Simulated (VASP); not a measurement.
Input:

```yaml
crystal:
  lattice:
    - [0.00000, 2.44888, 2.44888]
    - [2.44888, 0.00000, 2.44888]
    - [2.44888, 2.44888, 0.00000]
  atoms:
    - { symbol: Eu, position: [0.00000, 0.00000, 0.00000] }
    - { symbol: O, position: [0.50000, 0.50000, 0.50000] }
```

All values below come from PBEsol GGA with spin-orbit coupling, VASP's PBE PAW potentials (set 64) (plane waves; VASP). Settings: 520 eV cut-off, 8×8×8 Γ-centred mesh, Gaussian smearing of 0.050 eV, potentials Eu_2 O.

The 4f electrons are frozen in the core of the lanthanide potential, so 4f levels, which can set the real gap, and their magnetism are missing.

Estimate the energy per atom (σ→0), band gap (over mesh and band path) with the smallest direct gap where there is one.

The band gap (over mesh and band path) is 2.29 eV and the smallest direct gap (over mesh and band path) comes out as 2.29 eV. The energy per atom (σ→0) is -7115 meV/atom.

Total energies compare only between runs with the same potentials, cut-off and functional.

The compound is EuO in the rock salt structure. It was relaxed first, which changed the volume by -13 %.
